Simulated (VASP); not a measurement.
Crystal: MgVCl2O.

```xyz
5
Lattice="7.1315 -2.1130 0.0000 7.1315 2.1130 0.0000 -1.5035 0.0000 4.4019" Properties=species:S:1:pos:R:3 pbc="T T T"
V    -1.4507    0.0000    4.3070
Cl    8.8213    0.0000    0.4910
Cl    3.9729    0.0000    3.7261
Mg    6.3008    0.0000    2.0532
O    13.4954    0.0000    2.0847
```

The cell comes from a database or a generator and needn't be the stable form of this composition.

The cell isn't the ideal one: volume scaled by 1.25.

```yaml
Program: VASP 6.6.1
Task: relaxation of cell and atoms
Functional: PBEsol
Dispersion: D3(BJ)
Potentials_or_basis: VASP PAW PBE potentials, release 64 (V_sv, Cl, Mg, O_s)
Cutoff: 480 eV
k_mesh: 5 × 5 × 5
Occupations: tetrahedron
Spin: collinear spin, ferromagnetic start
Starting_moments: "[2.0, 0.0, 0.0, 0.0, 0.0] μB"
```

At the start: pressure -11.5 GPa; volume 26.53 Å³/atom.

Task: Where does the relaxation end?

Result: Over 29 steps the energy falls by 372.7 meV/atom and the volume is 16.39 Å³/atom (-38.2 %); space group Imm2 (No. 44, to 0.05 Å); moment 3.00 μB per cell.

The path:
```csv
step,energy change (eV),largest force (eV/Å),pressure (GPa),volume (Å³)
1,0.0000,1.5167,-11.50,132.67
2,-1.6258,0.2372,1.77,99.24
3,-1.6473,0.0411,-0.38,101.83
4,-1.6790,0.1476,-0.25,100.64
5,-1.6847,0.2488,-0.07,99.90
6,-1.6930,0.2048,-0.38,99.57
7,-1.7113,0.1744,-1.29,98.57
8,-1.7202,0.2951,-2.94,96.44
9,-1.7212,0.2440,-2.41,97.12
10,-1.7233,0.2475,-2.40,96.94
11,-1.7294,0.2581,-2.39,96.37
12,-1.7415,0.2785,-2.31,95.25
13,-1.7645,0.3181,-2.13,93.01
14,-1.8016,0.4558,-1.57,88.54
15,-1.7878,0.7976,0.87,79.66
16,-1.8128,0.6507,-0.66,84.99
17,-1.8128,0.6980,-0.33,83.56
18,-1.8330,0.5143,-0.01,82.47
19,-1.8482,0.2439,0.73,80.39
20,-1.8535,0.1931,0.14,80.93
21,-1.8560,0.1324,-0.62,81.65
22,-1.8599,0.0983,-0.27,81.49
23,-1.8614,0.0831,0.08,81.35
24,-1.8614,0.0860,0.15,81.32
25,-1.8623,0.0615,0.08,81.44
26,-1.8630,0.0419,0.00,81.68
27,-1.8633,0.0307,0.06,81.71
28,-1.8634,0.0258,0.11,81.75
29,-1.8636,0.0198,-0.05,81.97
```

Final structure:
```
V Cl Mg O
1.0
     5.50751   -1.91846   -0.32653
     5.50751    1.91846   -0.32653
    -1.35850    0.00000    3.95955
V Cl Mg O
1 2 1 1
Cartesian
  9.6500 0.0000 3.2051
  6.9933 0.0000 0.0880
  2.6596 0.0000 3.0267
  4.8487 0.0000 1.5623
  10.3441 0.0000 1.2308
```

Caveat: the PAW data sets were made with another functional, which shifts forces and pressure a little.
